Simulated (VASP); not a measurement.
```yaml
crystal:
  lattice:
    - [3.22746, 0.00000, 0.00000]
    - [-1.61373, 2.79506, 0.00000]
    - [0.00000, 0.00000, 15.00355]
  atoms:
    - { symbol: Si, position: [0.66667, 0.33333, 0.50000] }
    - { symbol: S, position: [0.33333, 0.66667, 0.40365] }
    - { symbol: S, position: [0.33333, 0.66667, 0.59635] }
```

Method: r2SCAN meta-GGA, VASP's PBE PAW potentials (set 64) (plane waves; VASP). Settings: 400 eV cut-off, 9×9×1 Γ-centred mesh, tetrahedra with Blöchl corrections, potentials Si S.

The cell holds a wide vacuum, so values per volume refer to the whole cell.

Task: Give the energies of bands 3 to 11 at the high-symmetry points, in eV from the valence-band maximum.

Result: 
```csv
band,Γ,M,K
3,-7.30,-9.65,-9.17
4,-2.68,-6.27,-6.92
5,-1.64,-5.04,-5.66
6,-1.64,-3.63,-4.60
7,0.00,-1.48,-4.13
8,0.00,-0.94,-0.67
9,2.46,0.47,1.71
10,4.25,1.84,2.65
11,4.25,4.42,6.70
```

The gap is indirect, 0.47 eV, from the valence maximum at Γ to the conduction minimum at M.

The cell is a sheet with vacuum, built from a generated structure.
